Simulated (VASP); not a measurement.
Energy against volume of AlN (wurtzite). Computed with PBE GGA with D3 dispersion (zero damping), VASP's PBE PAW potentials (set 64) (plane waves; VASP 6.6.1). Settings: 520 eV cut-off, 8×8×5 Γ-centred mesh, Gaussian smearing of 0.050 eV, potentials Al N.

Shape and ions are relaxed at each volume.

```csv
V (Å³/atom),E (eV/atom)
10.170,-7.59899
10.485,-7.60538
10.799,-7.59991
11.114,-7.58421
```

**Question.** Fit these four points and predict the energy of the run at 9.856 Å³/atom.

**Answer.** A cubic in V^(−2/3), the third-order Birch-Murnaghan form, passes through the four points with V0 = 10.49 Å³/atom and B0 = 201 GPa, and gives -7.5788 eV/atom there. The run gave -7.5789 eV/atom, -0.0 meV/atom from the fit; all five points give B0 = 201 GPa.

The compound is AlN in the wurtzite structure. It was relaxed first.
